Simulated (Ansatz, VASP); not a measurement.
# Cross-check of La2TiO5 (La2TiO5 (Pnma)) between VASP and Ansatz

One calculation is typed for both programs; each brings its own data sets. How far apart do they land? The structure shown is the start of the Ansatz relaxation below; VASP solves that cell, so the two are compared at the walk's first step.

Method: plane waves, with VASP 6.6.1 beside it; single point at PBEsol, in Ansatz 0.2.0.

## (1) Starting point

The structure is orthorhombic, space group Pnma (No. 62). The conventional cell has a = 11.016 Å, b = 3.923 Å, c = 11.441 Å, α = 90.00°, β = 90.00°, γ = 90.00°. Nearest to La lie 7 O at 2.38 to 2.59 Å. Nearest to La lie 7 O at 2.45 to 2.53 Å. Nearest to Ti lie 5 O at 1.79 to 2.02 Å. Nearest to O lie 1 Ti at 1.79 Å and 2 La at 2.51 Å. Nearest to O lie 1 Ti at 1.90 Å and 3 La at 2.39 to 2.50 Å. Nearest to O lie 2 Ti at 2.02 Å and 2 La at 2.53 to 2.59 Å. Farther neighbours and most contacts between anions are not listed.

## (2) Ansatz: relaxation, PBEsol

Ansatz runs on its PAW soft_1 files.

The two programs are compared at the cell with which this relaxation starts, whose forces are those of its first step.

The input, input.yaml:

```yaml
crystal:
  lattice:
    - [11.0164925, 0.0, 0.0]
    - [0.0, 3.9234698, 0.0]
    - [0.0, 0.0, 11.4409319]
  atoms:
    - { symbol: La, position: [0.59680177, 0.75, 0.28419456] }
    - { symbol: La, position: [0.40319823, 0.25, 0.71580544] }
    - { symbol: La, position: [0.09680177, 0.75, 0.21580544] }
    - { symbol: La, position: [0.90319823, 0.25, 0.78419456] }
    - { symbol: La, position: [0.86379531, 0.25, 0.43928302] }
    - { symbol: La, position: [0.13620469, 0.75, 0.56071698] }
    - { symbol: La, position: [0.36379531, 0.25, 0.06071698] }
    - { symbol: La, position: [0.63620469, 0.75, 0.93928302] }
    - { symbol: Ti, position: [0.80768337, 0.25, 0.12710997] }
    - { symbol: Ti, position: [0.19231663, 0.75, 0.87289003] }
    - { symbol: Ti, position: [0.30768337, 0.25, 0.37289003] }
    - { symbol: Ti, position: [0.69231663, 0.75, 0.62710997] }
    - { symbol: O, position: [0.96414145, 0.25, 0.1686447] }
    - { symbol: O, position: [0.03585855, 0.75, 0.8313553] }
    - { symbol: O, position: [0.46414145, 0.25, 0.3313553] }
    - { symbol: O, position: [0.53585855, 0.75, 0.6686447] }
    - { symbol: O, position: [0.72047091, 0.25, 0.27009491] }
    - { symbol: O, position: [0.27952909, 0.75, 0.72990509] }
    - { symbol: O, position: [0.22047091, 0.25, 0.22990509] }
    - { symbol: O, position: [0.77952909, 0.75, 0.77009491] }
    - { symbol: O, position: [0.76283246, 0.75, 0.12358285] }
    - { symbol: O, position: [0.23716754, 0.25, 0.87641715] }
    - { symbol: O, position: [0.26283246, 0.75, 0.37641715] }
    - { symbol: O, position: [0.73716754, 0.25, 0.62358285] }
    - { symbol: O, position: [0.50810388, 0.25, 0.89799852] }
    - { symbol: O, position: [0.49189612, 0.75, 0.10200148] }
    - { symbol: O, position: [0.00810388, 0.25, 0.60200148] }
    - { symbol: O, position: [0.99189612, 0.75, 0.39799852] }
    - { symbol: O, position: [0.77331152, 0.25, 0.96542605] }
    - { symbol: O, position: [0.22668848, 0.75, 0.03457395] }
    - { symbol: O, position: [0.27331152, 0.25, 0.53457395] }
    - { symbol: O, position: [0.72668848, 0.75, 0.46542605] }
basis:
  ecutwfc: 420
  xc_grid: 2
hamiltonian:
  xc: pbesol
  pseudopotentials: { kind: paw, azcp: { folder: soft_1 }, xc_functional: pbe }
kpoints:
  mp_grid: { grid: [3, 7, 3] }
scf:
  occupations: { method: fermi_dirac, width: 0.01 }
  max_iter: 150
output:
  forces: true
  stress: true
relax:
  f_tol: 0.01
  max_steps: 60
  cell: {}
checkpoint:
  write: "../pbesol.run"
  compress: false
  write_wavefunctions: false
  write_every: 100000
```

Started as:

```sh
$ ansatz run input.yaml --threads 4 --pin off --max-ram 6594MiB --backend cpu --events-out ev --progress --plain --runs-dir out
```

Numbers of over 12 decimals in the logs are rounded to 6 here.

The log of the run:

```text
Engine: ansatz 0.2.0, aarch64-unknown-linux-gnu
Pseudopotentials: kind: paw
Pseudopotential: La, paw, valence charge 11, recommended cutoff 420 eV (normal), soft_1/La.paw.azcp
Pseudopotential: Ti, paw, valence charge 12, recommended cutoff 420 eV (normal), soft_1/Ti.paw.azcp
Pseudopotential: O, paw, valence charge 6, recommended cutoff 420 eV (normal), soft_1/O.paw.azcp
Functional definition: PBEsol
  exchange = pbesol_x
  correlation = pbesol_c
Crystal: 32 atoms, lattice volume = 494.510 Å³
Basis set: ecut = 420 eV, 9703 PW (Γ), exchange–correlation on 150×54×160 points (8 copies of the dense FFT grid, shifted against one another)
Bands: 160, of which v1, the nominal top of the filled ones, is band 128 counted from 1 (127 counted from 0)
Symmetry: 8 space group operations
Space group: Pnma (ITA 62), of the structure as read, at distance tolerance 7.9e-5 Å
k-points: 16 of 63
Non-local potential: La, projectors of the file, l = 0: 3, l = 1: 2, l = 2: 2, l = 3: 3
Non-local potential: Ti, projectors of the file, l = 0: 3, l = 1: 2, l = 2: 3, l = 3: 1
Non-local potential: O, projectors of the file, l = 0: 2, l = 1: 2, l = 2: 1
PAW form: soft (Blöchl's): semilocal exchange-correlation on the pseudo side does not see the compensation charge
PAW frozen core: La, regenerated for the run's functional, and the local potential with it (the file was generated under x = pbe(κ = 0.804, μ = 0.219515), c = pbe(β = 0.066725))
PAW frozen core: Ti, regenerated for the run's functional, and the local potential with it (the file was generated under x = pbe(κ = 0.804, μ = 0.219515), c = pbe(β = 0.066725))
PAW frozen core: O, regenerated for the run's functional, and the local potential with it (the file was generated under x = pbe(κ = 0.804, μ = 0.219515), c = pbe(β = 0.066725))
PAW one-centre angular grid: La, 590 points (default); XC on 64 Gauss nodes
PAW one-centre angular grid: Ti, 590 points (default); XC on 64 Gauss nodes
PAW one-centre angular grid: O, 110 points (default); XC on 64 Gauss nodes
Initial density: superposition of atomic densities (chi_scale 0.1, normalization cell, long waves kept (reshape's long-wave potential 0.16 eV rms))
Initial wavefunctions: pseudopotential atomic-orbital guess
Functional: x = pbesol(κ = 0.804, μ = 0.123457), c = pbesol(β = 0.046)
SCF iter   1: F=—  HF=-70469.942891 eV  |F-HF|=—  |Δ(HF+E_count)|=         —  Δρ=5.46e-2  dr2=2.83e1  ethr=3.10e-3  ⟨swp⟩=5.4  Hψ=9685  notcnv=0
preconditioner: auto → Resta (q_TF=auto, 2.445 Å⁻¹)  ε∞=6.1  [insulator: Δε(μ)=2.518 eV  Ē_g=10.613 eV  σ=0.010 eV  W_gap=1.00  n_scr=134 (ndim 8)  ℏωp=24.1 eV  f_vac=0.002  D(μ)=0.00/eV (n_scr^D=0)  ε∞_Penn≈6.1]
SCF iter   2: F=—  HF=-70465.949162 eV  |F-HF|=—  |Δ(HF+E_count)|=    3.99e0  Δρ=2.74e-2  dr2=8.95e0  ethr=3.10e-3  ⟨swp⟩=7.3  Hψ=6405  notcnv=0  defer=359
SCF iter   3: F=—  HF=-70464.250218 eV  |F-HF|=—  |Δ(HF+E_count)|=    1.70e0  Δρ=1.87e-2  dr2=2.25e0  ethr=3.10e-3  ⟨swp⟩=8.0  Hψ=7740  notcnv=0  defer=477
SCF iter   4: F=—  HF=-70463.868108 eV  |F-HF|=—  |Δ(HF+E_count)|=   3.82e-1  Δρ=6.52e-3  dr2=2.94e-1  ethr=8.78e-4  ⟨swp⟩=7.8  Hψ=5118  notcnv=0  defer=465
SCF iter   5: F=—  HF=-70463.855746 eV  |F-HF|=—  |Δ(HF+E_count)|=   1.24e-2  Δρ=2.48e-3  dr2=3.91e-2  ethr=1.15e-4  ⟨swp⟩=6.2  Hψ=4561  notcnv=0  defer=475
SCF iter   6: F=—  HF=-70463.882309 eV  |F-HF|=—  |Δ(HF+E_count)|=   2.66e-2  Δρ=1.05e-3  dr2=6.39e-3  ethr=1.53e-5  ⟨swp⟩=5.9  Hψ=3635  notcnv=0  defer=460
SCF iter   7: F=—  HF=-70463.885867 eV  |F-HF|=—  |Δ(HF+E_count)|=   3.56e-3  Δρ=6.61e-4  dr2=2.28e-3  ethr=2.50e-6  ⟨swp⟩=4.4  Hψ=4101  notcnv=0  defer=448
SCF iter   8: F=—  HF=-70463.886854 eV  |F-HF|=—  |Δ(HF+E_count)|=   9.87e-4  Δρ=1.54e-4  dr2=2.31e-4  ethr=8.90e-7  ⟨swp⟩=2.8  Hψ=3781  notcnv=0  defer=443
SCF iter   9: F=—  HF=-70463.887110 eV  |F-HF|=—  |Δ(HF+E_count)|=   2.57e-4  Δρ=7.15e-5  dr2=4.04e-5  ethr=9.02e-8  ⟨swp⟩=2.6  Hψ=3654  notcnv=0  defer=443
SCF iter  10: F=—  HF=-70463.886359 eV  |F-HF|=—  |Δ(HF+E_count)|=   7.51e-4  Δρ=6.96e-5  dr2=2.09e-5  ethr=1.58e-8  ⟨swp⟩=2.4  Hψ=4119  notcnv=0  defer=441
[...]
SCF 1 converged in 13 iterations: F = -70463.886358 eV  dr2 = 1.92e-8
  greatest PAW one-centre occupation: 0.998 electrons in one spin orbital (limit 2), on the Ti atom at site 11 (counted from 0), in its partial waves of l = 0
[...]
SCF iter   4: F=—  HF=-70463.989128 eV  |F-HF|=—  |Δ(HF+E_count)|=   2.14e-6  Δρ=1.06e-5  dr2=7.24e-7  ethr=5.66e-9  ⟨swp⟩=2.0  Hψ=3445  notcnv=0
SCF iter   5: F=—  HF=-70463.989129 eV  |F-HF|=—  |Δ(HF+E_count)|=   1.68e-7  Δρ=8.09e-6  dr2=3.26e-7  ethr=2.83e-10  ⟨swp⟩=2.0  Hψ=3775  notcnv=0
SCF iter   6: F=—  HF=-70463.989129 eV  |F-HF|=—  |Δ(HF+E_count)|=   4.18e-8  Δρ=2.01e-6  dr2=2.91e-8  ethr=1.27e-10  ⟨swp⟩=2.0  Hψ=4013  notcnv=0
SCF iter   7: F=-70463.989129 eV  HF=-70463.989129 eV  |F-HF|=6.53e-9  |Δ(HF+E_count)|=   3.41e-8  Δρ=8.15e-7  dr2=5.31e-9  ethr=6.01e-12  ⟨swp⟩=4.0  Hψ=8683  notcnv=0
SCF 9 converged in 7 iterations: F = -70463.989129 eV  dr2 = 5.31e-9
[...]
SCF 10 converged in 5 iterations: F = -70463.988710 eV  dr2 = 1.87e-10
relax step  10: F+E_penalty+E_count = -70463.98871037 eV  Δ(F+E_penalty+E_count) = +4.182e-4 eV  max|allowed force component| = 1.455e-3 eV/Å  Δτ_max = 0.0000 Å  P = +0.000 GPa  Ω = 484.726 Å³  stress off target by 9.51e-3 GPa  SCF on the basis re-selected at this cell (its energy is not comparable with the rows above)  (5 SCF iters)
basis re-selected at this cell: Δ(F+E_penalty+E_count) = +4.182e-4 eV, ΔP = -0.001 GPa vs the last step (what re-selecting the basis moved, of the pressure what is left beyond the Pulay correction that the steps carried, after the strain that the cell walked since its last selection, with what the two solves' SCF thresholds leave and, on support functions, any second-order correction that the steps lacked; it is no m [...]
SCF converged after 5 iterations
Free energy (F): -70463.988710 eV
Harris-Foulkes:  -70463.988710 eV  (|F-HF|=1.31e-10)
Internal energy: -70463.988710 eV  (E = F + TS)
E sigma→0 (E₀):  -70463.988710 eV
Fermi energy:    9.930408 eV
--- Per-component energies (eV) ---
  E_band       = -1067.517964
  E_kinetic    = 5989.415349
  E_local      = -15343.506236  (includes V_loc(G=0)·N_el)
  E_nonlocal   = 2000.764730
  E_hartree    = 6002.705976
  E_xc         = -3026.575215
  E_vxc        = -3573.466292  (∫ρ·V_xc dr)
  E_paw        = -49833.026087  (= ΣΔE_a)
  E_vpaw       = -2146.151939  (= ΣTr[D̂ρ^β])
  E_aug_tail   = 0.015055  (compensation charges beyond the density's cutoff)
  E_ewald      = -16256.397868
  E_core_change = 2.615586  (= ΣΔE_core)
  E_smearing   = -0.000000  (= −TS)
  E_closure    = -0.000000  (closes the sum)
  Σ components = -70463.988710   (vs F -70463.988710, Δ=0.00e0)
--- Forces (eV/Å), atoms counted from 1 ---
  atom   1  La     0.00031406     0.00000000    -0.00070431
  atom   2  La    -0.00031406     0.00000000     0.00070431
  atom   3  La     0.00031406    -0.00000000     0.00070431
  atom   4  La    -0.00031406     0.00000000    -0.00070431
  atom   5  La     0.00051981     0.00000000    -0.00088022
  atom   6  La    -0.00051981    -0.00000000     0.00088022
  atom   7  La     0.00051981    -0.00000000     0.00088022
  atom   8  La    -0.00051981     0.00000000    -0.00088022
  atom   9  Ti    -0.00145502    -0.00000000     0.00063346
  atom  10  Ti     0.00145502     0.00000000    -0.00063346
  atom  11  Ti    -0.00145502     0.00000000    -0.00063346
  atom  12  Ti     0.00145502    -0.00000000     0.00063346
  atom  13  O      0.00078827    -0.00000000     0.00092719
  atom  14  O     -0.00078827     0.00000000    -0.00092719
  atom  15  O      0.00078827     0.00000000    -0.00092719
  atom  16  O     -0.00078827    -0.00000000     0.00092719
  atom  17  O      0.00100358     0.00000000    -0.00065130
  atom  18  O     -0.00100358    -0.00000000     0.00065130
  atom  19  O      0.00100358    -0.00000000     0.00065130
  atom  20  O     -0.00100358     0.00000000    -0.00065130
  atom  21  O     -0.00009396     0.00000000     0.00001601
  atom  22  O      0.00009396    -0.00000000    -0.00001601
  atom  23  O     -0.00009396     0.00000000    -0.00001601
  atom  24  O      0.00009396    -0.00000000     0.00001601
  atom  25  O      0.00080826     0.00000000    -0.00055803
  atom  26  O     -0.00080826    -0.00000000     0.00055803
  atom  27  O      0.00080826    -0.00000000     0.00055803
  atom  28  O     -0.00080826     0.00000000    -0.00055803
  atom  29  O     -0.00020698     0.00000000    -0.00012926
  atom  30  O      0.00020698    -0.00000000     0.00012926
  atom  31  O     -0.00020698    -0.00000000     0.00012926
  atom  32  O      0.00020698     0.00000000    -0.00012926
  max |Σ_I F_I| component: 4.34e-19 eV/Å
--- Stress (GPa, compression-positive) ---
        0.002115      -0.000000       0.000000
       -0.000000       0.007820       0.000000
        0.000000       0.000000      -0.009512
  P = ⅓ Tr σ = 0.0001 GPa (0.001 kbar)
--- Relaxed structure (8 steps of the walk, 6 accepted, 2 SCFs on fresh bases) ---
  F+E_penalty+E_count = -70463.98871037 eV   max|allowed force component| = 1.455e-3 eV/Å   (the final SCF, on the basis selected at the relaxed cell)
  cell:  # Å, volume = 484.7261 Å³
    - [10.956323, 0, 0]
    - [0, 3.898856, 0]
    - [0, 0, 11.347349]
  atoms:
    - { symbol: La, position: [0.596046, 0.75, 0.283622] }
    - { symbol: La, position: [0.403954, 0.250000, 0.716378] }
    - { symbol: La, position: [0.096046, 0.75, 0.216378] }
    - { symbol: La, position: [0.903954, 0.250000, 0.783622] }
    - { symbol: La, position: [0.863795, 0.250000, 0.439043] }
    - { symbol: La, position: [0.136205, 0.75, 0.560957] }
    - { symbol: La, position: [0.363795, 0.250000, 0.060957] }
    - { symbol: La, position: [0.636205, 0.75, 0.939043] }
    - { symbol: Ti, position: [0.806050, 0.250000, 0.127843] }
    - { symbol: Ti, position: [0.193950, 0.75, 0.872157] }
    - { symbol: Ti, position: [0.306050, 0.250000, 0.372157] }
    - { symbol: Ti, position: [0.693950, 0.75, 0.627843] }
    - { symbol: O, position: [0.961890, 0.250000, 0.171221] }
    - { symbol: O, position: [0.038110, 0.75, 0.828779] }
    - { symbol: O, position: [0.461890, 0.250000, 0.328779] }
    - { symbol: O, position: [0.538110, 0.75, 0.671221] }
    - { symbol: O, position: [0.718514, 0.250000, 0.271236] }
    - { symbol: O, position: [0.281486, 0.75, 0.728764] }
    - { symbol: O, position: [0.218514, 0.250000, 0.228764] }
    - { symbol: O, position: [0.781486, 0.75, 0.771236] }
    - { symbol: O, position: [0.759852, 0.75, 0.124088] }
    - { symbol: O, position: [0.240148, 0.250000, 0.875912] }
    - { symbol: O, position: [0.259852, 0.75, 0.375912] }
    - { symbol: O, position: [0.740148, 0.250000, 0.624088] }
    - { symbol: O, position: [0.508689, 0.250000, 0.898629] }
    - { symbol: O, position: [0.491311, 0.75, 0.101371] }
    - { symbol: O, position: [0.00868892, 0.250000, 0.601371] }
    - { symbol: O, position: [0.991311, 0.75, 0.398629] }
    - { symbol: O, position: [0.773669, 0.250000, 0.965241] }
    - { symbol: O, position: [0.226331, 0.75, 0.034759] }
    - { symbol: O, position: [0.273669, 0.250000, 0.534759] }
    - { symbol: O, position: [0.726331, 0.75, 0.465241] }
```

(Part 1 of 2 ends here.)

[Lines on the potential files, build, host, timing and source positions are cut from VASP's logs without a mark.]

[Logs are printed without paths, hosts, clocks, repeated set-up lines and the standing remarks that a program may print on its own settings, such as how far it seeks lower states.]

[Hosts, paths, dates, database ids (printed as entryN), source tags and the programs' standing remarks are cut or masked in the printed files.]
